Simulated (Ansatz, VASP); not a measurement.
## One calculation of TaWC2, two programs

```
W Ta C
1.0
     1.56131    0.90142    5.06738
    -1.56131    0.90142    5.06738
     0.00000   -1.80284    5.06738
W Ta C
1 1 2
Direct
  0.00000 0.00000 0.00000
  0.50000 0.50000 0.50000
  0.25093 0.25093 0.25093
  0.74907 0.74907 0.74907
```

Change from the starting cell: volume scaled by 0.98.

Alike in both runs: task single point; functional PBEsol; k mesh 10 × 10 × 10; occupations fermi-dirac, width 0.05 eV; no spin polarisation.

```csv
,VASP,Ansatz
version,VASP 6.6.1,Ansatz 0.2.0
potentials or method,"VASP PAW PBE potentials, release 64 (W_sv, Ta_pv, C)",Ansatz PAW
plane-wave cutoff (eV),520,420
valence electrons in the cell,33,35
```

Ansatz gave:

* gap on the k mesh at the Fermi level (eV): none
* pressure (GPa): -4.1
* largest component of the traceless stress (GPa): 0.06
* rms of the force components (eV/Å): 0.035

Question: Which values does VASP return?

Answer: gap on the k mesh at the Fermi level (eV): none; pressure (GPa): -3.1; largest component of the traceless stress (GPa): 0.09; rms of the force components (eV/Å): 0.039.

Atom by atom the forces differ by 0.004 eV/Å (rms over components). A gap of «none» marks a metal or a gap that the smearing closes. The two sets of potentials don't hold the same shells in valence.

Caveats: the PAW data sets were made with another functional, which shifts forces and pressure a little (VASP); the pressure holds a Pulay correction of +0.3 GPa for the finite cutoff (Ansatz); the PAW data sets come from PBE, with cores solved anew for the run's functional, which leaves a small shift of forces and pressure (Ansatz). The runs have no spin-orbit coupling, so splittings on Ta, W are missing.
